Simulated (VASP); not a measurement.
Given:

```xyz
1
Lattice="-1.5750 1.5750 1.5750 1.5750 -1.5750 1.5750 1.5750 1.5750 -1.5750" Properties=species:S:1:pos:R:3 pbc="T T T"
Mo     0.0000     0.0000     0.0000
```

These are PBE GGA, VASP's PBE PAW potentials (set 64) (plane waves; VASP 6.6.1) values and carry that method's errors. Numerical set-up: 350 eV cut-off, 15×15×15 Γ-centred mesh, first-order Methfessel-Paxton smearing of 0.10 eV, potentials Mo_sv.

**Question.** Give the stress tensor in GPa (positive for a compressed cell).

**Answer.** 
```
2.01  0.00  0.00
0.00  2.01  0.00
0.00  0.00  2.01
```
The pressure is its mean diagonal, 2.01 GPa.

The compound is Mo in the bcc structure. The cell was not relaxed at this level. The run is one of a series of settings (ENCUT = 350 against the base run), some of them coarse on purpose.
